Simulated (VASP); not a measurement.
# BiPt with and without spin-orbit coupling, part 4 of 4

Aim: run bands, DOS and a relaxation of BiPt twice, without and with spin-orbit coupling. All runs use PBEsol. The start is a cell from a database of measured crystal structures.

VASP 6.6.1, plane waves and PAW; the level of theory is named at each step.

Still holding for the runs below: The k-mesh is coarse for a metal.

So far. Step 6 (Density of states (PBEsol + SOC)): The DOS at the Fermi level goes from 2.25 to 2.24 states/eV/cell, a number that is sensitive to the mesh. The run took 3.7 times the core time, with 62 spinor bands against 39. Of the states within 0.3 eV of the Fermi level, the largest shares in the PAW spheres are Pt d 43 %, Bi p 18 % and Pt p 8 %. The rest lies in smaller channels or between the spheres.

The database entry behind the starting cell differs from later determinations by our own check (0.1 to 0.3 % short, probably kX units), so it need not match the best structure at ambient conditions.

### 8. Relaxing cell and atoms (PBEsol + SOC)

This step: PBEsol, spin-orbit coupling; plane waves and PAW (Bi_d, Pt) (VASP 6.6.1).

The same relaxation with spinors and spin-orbit coupling.

The input, INCAR:

```
SYSTEM = BiPt
PREC = Accurate
ENCUT = 400
EDIFF = 1E-06
NELM = 100
ISMEAR = -1
SIGMA = 0.05
LREAL = .FALSE.
ALGO = Normal
GGA = PS
LNONCOLLINEAR = .TRUE.
MAGMOM = 0 0 0 0 0 0 0 0 0 0 0 0
NBANDS = 62
GGA_COMPAT = .FALSE.
LASPH = .TRUE.
LSORBIT = .TRUE.
LMAXMIX = 4
LORBIT = 11
LWAVE = .FALSE.
LCHARG = .FALSE.
KPAR = 4
IBRION = 2
NSW = 60
ISIF = 3
EDIFFG = -0.01
```

The input, POSCAR:

```
BiPt
1.0
    4.3150000000      0.0000000000      0.0000000000
   -2.1575000000      3.7368996173      0.0000000000
    0.0000000000      0.0000000000      5.4900000000
Bi Pt
2 2
Direct
    0.3333333333      0.6666666667      0.2500000000
    0.6666666667      0.3333333333      0.7500000000
    0.0000000000      0.0000000000      0.0000000000
    0.0000000000      0.0000000000      0.5000000000
```

The input, KPOINTS:

```
Automatic mesh
0
Gamma
7 7 5
0 0 0
```

The projector-augmented-wave data sets are Bi_d and Pt (PBE family, release 64).

Started as:

```bash
mpirun -np 4 vasp_ncl
```

The program printed:

```text
[... set-up lines as in an earlier step ...]
 entering main loop
       N       E                     dE             d eps       ncg     rms          rms(c)
[... 14 cycles as in an earlier step ...]
   1 F= -.25540597E+02 E0= -.25528958E+02  d E =-.255406E+02  mag=     0.0000     0.0000    -0.0000
 curvature:   0.00 expect dE= 0.000E+00 dE for cont linesearch  0.000E+00
 trial: gam= 0.00000 g(F)=  0.172E-46 g(S)=  0.818E-01 ort = 0.000E+00 (trialstep = 0.100E+01)
 search vector abs. value=  0.818E-01
 bond charge predicted
       N       E                     dE             d eps       ncg     rms          rms(c)
DAV:   1    -0.272270037842E+02   -0.16864E+01   -0.41585E+01  3804   0.765E+01    0.780E+00
DAV:   2    -0.257467500007E+02    0.14803E+01   -0.44153E+00  3208   0.210E+01    0.414E+00
DAV:   3    -0.255608942379E+02    0.18586E+00   -0.39139E-01  3848   0.721E+00    0.198E+00
DAV:   4    -0.255242698312E+02    0.36624E-01   -0.13580E-01  4118   0.374E+00    0.935E-01
DAV:   5    -0.255228194253E+02    0.14504E-02   -0.13728E-02  4000   0.116E+00    0.374E-01
DAV:   6    -0.255233079527E+02   -0.48853E-03   -0.31935E-03  3158   0.369E-01    0.928E-02
DAV:   7    -0.255233832037E+02   -0.75251E-04   -0.61648E-04  3970   0.255E-01    0.406E-02
DAV:   8    -0.255233667233E+02    0.16480E-04   -0.56193E-05  3438   0.831E-02    0.133E-02
DAV:   9    -0.255233672562E+02   -0.53291E-06   -0.63206E-06  3682   0.245E-02
   2 F= -.25523367E+02 E0= -.25511922E+02  d E =0.172300E-01  mag=    -0.0000    -0.0000     0.0000
[...]
3 F= -.25556803E+02 E0= -.25545248E+02  d E =-.162062E-01  mag=     0.0000     0.0000    -0.0000
[...]
4 F= -.25558230E+02 E0= -.25546820E+02  d E =-.142653E-02  mag=    -0.0000    -0.0000     0.0000
 trial-energy change:   -0.001427  1 .order   -0.001422   -0.002149   -0.000696
 step:   1.2920(harm=  1.3025)  dis= 0.00000  next Energy=   -25.558393 (dE=-0.159E-02)
 bond charge predicted
       N       E                     dE             d eps       ncg     rms          rms(c)
DAV:   1    -0.255598010194E+02   -0.15707E-02   -0.76565E-02  3096   0.179E+00    0.205E-01
DAV:   2    -0.255588559856E+02    0.94503E-03   -0.23812E-03  3880   0.557E-01    0.118E-01
DAV:   3    -0.255584340318E+02    0.42195E-03   -0.45565E-04  4058   0.250E-01    0.565E-02
DAV:   4    -0.255583918731E+02    0.42159E-04   -0.16460E-04  3978   0.118E-01    0.248E-02
DAV:   5    -0.255583928264E+02   -0.95325E-06   -0.26705E-05  3328   0.465E-02    0.101E-02
DAV:   6    -0.255583921300E+02    0.69642E-06   -0.11174E-06  1972   0.105E-02
   5 F= -.25558392E+02 E0= -.25547048E+02  d E =-.158866E-02  mag=     0.0000    -0.0000     0.0000
 curvature:  -0.67 expect dE=-0.102E-05 dE for cont linesearch -0.837E-06
 trial: gam=-0.02349 g(F)=  0.215E-46 g(S)=  0.152E-05 ort = 0.560E-04 (trialstep = 0.963E+00)
 search vector abs. value=  0.280E-06
 reached required accuracy - stopping structural energy minimisation
```

The job ended after 87 s (4 MPI ranks of Intel Xeon 6975P-C (Granite Rapids), shared host; peak memory 1.5 GiB; 5.7 min of CPU time).

From OUTCAR (step 8):

```text
   NELECT =      50.0000    total number of electrons

 E-fermi :   8.9679

 k-point     1 :       0.0000    0.0000    0.0000
  band No.  band energies     occupation
    ...
     42       7.1162      1.00000
     43       7.6654      1.00000
     44       7.6654      1.00000
     45       7.9839      1.00000
     46       7.9839      1.00000
     47      10.0288      0.00000
     48      10.0288      0.00000
     49      10.1255      0.00000
     50      10.1255      0.00000
     51      10.7462      0.00000
    ...

  Total        0.0014492      0.0014492     -0.0110515      0.0000000      0.0000000      0.0000000
  in kB        0.0256648      0.0256648     -0.1957210      0.0000000      0.0000000      0.0000000
  external PRESSURE =      -0.0481305 kB  Pullay stress =       0.0000000 kB

 POSITION                                       TOTAL-FORCE (eV/Angst)
 -----------------------------------------------------------------------------------
     -0.00000      2.51878      1.37215         0.000000      0.000000      0.000000
      2.18133      1.25939      4.11646        -0.000000      0.000000      0.000000
      0.00000      0.00000      0.00000        -0.000000      0.000000      0.000000
      0.00000      0.00000      2.74430        -0.000000      0.000000      0.000000
 -----------------------------------------------------------------------------------
    total drift:                               -0.000000      0.000000     -0.000000

  FREE ENERGIE OF THE ION-ELECTRON SYSTEM (eV)
  ---------------------------------------------------
  free  energy   TOTEN  =       -25.5583921300 eV

  energy  without entropy=      -25.5357030977  energy(sigma->0) =      -25.54704761

 Spin-Orbit-Coupling matrix elements
 Ion:    1  E_soc:     -1.4067400
 Ion:    2  E_soc:     -1.4067400
 Ion:    3  E_soc:     -0.6357124
 Ion:    4  E_soc:     -0.6357124

 magnetization (x)
# of ion       s       p       d       tot
------------------------------------------
    1        0.000   0.000   0.000   0.000
    2        0.000   0.000   0.000   0.000
    3        0.000   0.000   0.000   0.000
    4        0.000   0.000  -0.000  -0.000
--------------------------------------------------
tot          0.000   0.000  -0.000   0.000

 magnetization (y)
# of ion       s       p       d       tot
------------------------------------------
    1        0.000   0.000   0.000   0.000
    2        0.000   0.000   0.000   0.000
    3       -0.000  -0.000   0.000  -0.000
    4        0.000   0.000   0.000   0.000
--------------------------------------------------
tot          0.000  -0.000   0.000   0.000

 magnetization (z)
# of ion       s       p       d       tot
------------------------------------------
    1        0.000   0.000   0.000   0.000
    2        0.000   0.000   0.000   0.000
    3        0.000  -0.000   0.000   0.000
    4       -0.000  -0.000  -0.000  -0.000
--------------------------------------------------
tot          0.000  -0.000   0.000   0.000

[... 9 parts as in an earlier step ...]

[... 9 further parts left out ...]
```

CONTCAR:

```
BiPt
   1.00000000000000
     4.3626586909919443    0.0000000000000000    0.0000000000000000
    -2.1813293454959721    3.7781732544091438   -0.0000000000000000
     0.0000000000000000    0.0000000000000000    5.4886083064657960
  Bi              Pt
     2     2
Direct
     0.3333333332999970    0.6666666667000030    0.2500000000000000
     0.6666666667000030    0.3333333332999970    0.7500000000000000
     0.0000000000000000    0.0000000000000000    0.0000000000000000
     0.0000000000000000    0.0000000000000000    0.5000000000000000
```

Relaxation path:

| step | energy less that of the first step (eV) | largest force (eV/Å) | pressure (GPa) | volume (Å³) |
| --- | --- | --- | --- | --- |
| 1 | 0.0000 | 0.0000 | 2.69 | 88.52 |
| 2 | 0.0172 | 0.0000 | -3.63 | 93.36 |
| 3 | -0.0162 | 0.0000 | -0.08 | 90.46 |
| 4 | -0.0176 | 0.0000 | -0.04 | 90.47 |
| 5 | -0.0178 | 0.0000 | 0.00 | 90.47 |

| conventional cell, symmetrised | before | after | change |
| --- | --- | --- | --- |
| a (Å) | 4.315 | 4.363 | +1.1 % |
| b (Å) | 4.315 | 4.363 | +1.1 % |
| c (Å) | 5.490 | 5.489 | -0.0 % |
| volume (Å³/atom) | 22.13 | 22.62 | +2.2 % |

Final coordinates:

```xyz
4
Lattice="4.3627 0.0000 0.0000 -2.1813 3.7782 0.0000 0.0000 0.0000 5.4886" Properties=species:S:1:pos:R:3 pbc="T T T"
Bi    0.0000    2.5188    1.3722
Bi    2.1813    1.2594    4.1165
Pt    0.0000    0.0000    0.0000
Pt    0.0000    0.0000    2.7443
```

Numbers from this step:

```yaml
bands: 62
free_energy_toten: -25.56 eV
energy_at_zero_smearing: -25.55 eV
fermi_energy: 8.968 eV
pressure: -0.004813 GPa
scf_cycles_over_all_ionic_steps: 45
```

On-site spin-orbit energy by atom:

| atom | on-site spin-orbit energy (eV) |
| --- | --- |
| Bi1 | -1.41 |
| Bi2 | -1.41 |
| Pt3 | -0.64 |
| Pt4 | -0.64 |

The cell ends at 22.62 Å³/atom, +0.2 % from the run without the coupling. The run took 4.4 times the core time, with 62 spinor bands against 31.

The cell grew by 2.2 % in volume.

### 9. Side by side

| quantity | without | with spin-orbit coupling |
| --- | --- | --- |
| gap (eV) | none | none |
| core minutes, bands | 1.5 | 6.5 |
| DOS at the Fermi level (states/eV/cell) | 2.25 | 2.24 |
| core minutes, DOS | 0.45 | 1.7 |
| relaxed volume (Å³/atom) | 22.57 | 22.62 |
| core minutes, relaxation | 1.3 | 5.8 |

### 10. Summary of results

```
gap (eV), without → with                                : none → none
DOS at the Fermi level (states/eV/cell), without → with : 2.25 → 2.24
relaxed volume (Å³/atom), without → with                : 22.57 → 22.62
```

What this shows: BiPt has no gap with or without spin-orbit coupling. The relaxed volume moves by +0.2 %. The spinor runs cost 3.7 to 4.4 times as much, on a shared host. The k-sampling is coarse for a metal, so the Fermi level, pressures and the shape of the cell carry errors.

[Lines on the potential files, build, host, timing and source positions are cut from VASP's logs without a mark.]

[Logs are printed without paths, hosts, clocks, repeated set-up lines and the standing remarks that a program may print on its own settings, such as how far it seeks lower states.]

[Hosts, paths, dates, database ids (printed as entryN), source tags and the programs' standing remarks are cut or masked in the printed files.]

[A measured line is paired with the nearest computed mode of its activity, which favours agreement.]

[In band tables of VASP the shares of atoms and orbitals are scaled to a sum of 1 inside the atoms' spheres.]
